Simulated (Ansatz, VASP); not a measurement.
# B7Se: VASP beside Ansatz

```
B Se
1.0
     4.74612    0.00000    0.00000
     0.00000    4.74612    0.00000
     0.00000    0.00000    4.74612
B Se
7 1
Direct
  0.25262 0.25262 0.25262
  0.00000 0.50000 0.50000
  0.50000 0.50000 0.00000
  0.50000 0.00000 0.50000
  0.74738 0.25262 0.74738
  0.74738 0.74738 0.25262
  0.25262 0.74738 0.74738
  0.00000 0.00000 0.00000
```

Change from the starting cell: species swapped into the Si7Ge type (P-43m, No. 215).

Alike in both runs: task relaxation of cell and atoms; functional PBE; k mesh 4 × 4 × 4; occupations gaussian, width 0.1 eV; no spin polarisation.

```csv
,VASP,Ansatz
version,VASP 6.6.1,Ansatz 0.2.0
potentials or method,"VASP PAW PBE potentials, release 64 (B, Se)","scalar-relativistic, plane waves, PAW"
plane-wave cutoff (eV),600,420
valence electrons in the cell,27,37
```

```csv
,VASP,Ansatz,Ansatz less VASP
"gap on the k mesh at the Fermi level, each at its own relaxed structure (eV)",none,none,-
relaxed volume (Å³/atom),9.28,9.29,+0.003
relaxed cell length with the largest relative difference (Å),4.204,4.204,+0.0005
energy change over the relaxation (meV/atom),-567,-566,+0.9
```

A gap of «none» marks a metal or a gap that the smearing closes. The two sets of potentials don't hold the same shells in valence.

Caveats: the volume moved by over 15 % at a fixed basis, so the end points are rough (VASP).
